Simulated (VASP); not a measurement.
Runs of VASP 6.6.1 on TiO2. The structure is tetragonal, space group I4_1/amd (No. 141). Conventional cell: a = 3.802 Å, b = 3.802 Å, c = 9.708 Å, α = 90.00°, β = 90.00°, γ = 90.00°. Around Ti (site symmetry -4m2) lie 6 O at 1.95 to 2.00 Å. Around O (site symmetry 2mm) lie 3 Ti at 1.95 to 2.00 Å. The cell is a database's computed one.

```tsv
task	level	potentials or basis	cell	k mesh	cutoff (eV)	gap on the mesh (eV)	pressure (GPa)	largest force (eV/Å)
band structure	PBE	VASP PAW PBE potentials, release 64 (Ti_sv, O)	I4_1/amd, 11.69 Å³/atom	12 × 12 × 12	450	2.10	-	-
band structure	PBE	VASP PAW PBE potentials, release 64 (Ti_sv, O)	I4_1/amd, 11.69 Å³/atom	12 × 12 × 12	600	2.10	0.0	-
band structure	LDA	VASP PAW LDA potentials, release 64 (Ti_sv, O)	I4_1/amd, 11.69 Å³/atom	12 × 12 × 12	450	2.00	-	0.20
relaxation of cell and atoms	PBE	VASP PAW PBE potentials, release 64 (Ti_sv, O)	relaxed	11 × 11 × 11	600	2.10	0.0	-
dielectric tensor	PBE	VASP PAW PBE potentials, release 64 (Ti_sv, O)	I4_1/amd, 11.69 Å³/atom	12 × 12 × 12	450	2.10	-	-
band structure	r2SCAN	VASP PAW PBE potentials, release 64 (Ti_sv, O)	I4_1/amd, 11.69 Å³/atom	12 × 12 × 12	450	(a)	-	0.08
```

Alike in all rows: no spin polarisation; smearing gaussian 0.02 eV.

Q: Fill in the values left out.

A: (a) 2.52.

Caveats: the cutoff is under 1.25 times the usual one of these potentials, so pressure, stress and relaxed cells hold a basis-set (Pulay) error (some runs); an odd mesh through Γ misses points on the zone boundary, where band edges often lie (some runs); the PAW data sets were made with another functional, which shifts forces and pressure a little (some runs).
